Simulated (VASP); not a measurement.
A run of VASP 6.6.1 is set up as follows.

File INCAR:

```
PREC = Accurate ; ENCUT = 520
EDIFF = 1E-6 ; ISMEAR = -1
SIGMA = 0.05 ; LREAL = Auto
LASPH = True ; NELM = 100
ALGO = Fast ; ISIF = 2
LWAVE = False ; LCHARG = False
NBANDS = 128
```

KPOINTS

```
regular mesh
0
Gamma
  2 2 2
```

File POSCAR:

```
LiW16
1.0
    6.3200000000      0.0000000000      0.0000000000
    0.0000000000      6.3200000000      0.0000000000
    0.0000000000      0.0000000000      6.3200000000
W Li
16 1
Direct
    0.0056962025      0.0055379747      0.0027848101
    0.5035601266      0.0089082278     -0.0171360759
   -0.0057278481      0.5051107595      0.0118196203
   -0.0014715190     -0.0023575949      0.5112816456
    0.2520569620      0.2747784810      0.2586550633
    0.5005221519      0.5091455696     -0.0041930380
    0.5131962025      0.0194303797      0.5200316456
    0.7356329114      0.2594936709      0.2550632911
   -0.0320886076      0.4521202532      0.5601265823
    0.3209968354      0.7940031646      0.2271518987
    0.2498259494      0.2473892405      0.7544936709
    0.4844936709      0.5111234177      0.4936392405
    0.7440189873      0.7633544304      0.2509810127
    0.7273575949      0.2359651899      0.7709810127
    0.2525158228      0.7499367089      0.7411075949
    0.7394620253      0.7533227848      0.7478006329
    0.0987500000      0.6494303797      0.3757753165
```

Potentials or basis: VASP PAW LDA potentials, release 64 (W_sv, Li_sv).

Command:

```sh
$ cat potpaw_LDA.64/W_sv/POTCAR potpaw_LDA.64/Li_sv/POTCAR > POTCAR
$ mpirun -np 1 vasp_std > vasp.out
```

Q: Estimate the band gap on the k mesh.

A: None (metal or under the smearing width).

Q: Estimate the largest force.

A: 2.984 eV/Å.

Forces in eV/Å, atoms in the order of the input:
```
W   -0.169 -0.413  0.857
W    0.059  0.752  1.212
W    0.322  0.178 -0.146
W    0.279  0.651 -0.875
W   -0.991 -1.616 -0.586
W   -0.269 -0.744 -0.128
W   -1.662 -0.917 -2.222
W    1.414 -0.225 -0.063
W   -1.478 -0.105 -0.412
W   -2.556  0.681 -0.385
W    0.104  0.205  0.984
W    1.567 -0.356  1.106
W    1.621 -0.317  0.242
W    2.111  2.072 -0.386
W   -1.072  0.101  1.072
W    1.280 -0.425  0.700
Li  -0.561  0.475 -0.969
```

Caveat: the k mesh is coarse (spacing up to 0.50 Å⁻¹), so the values aren't converged. Spin-orbit coupling is left out, which matters for the levels of W.
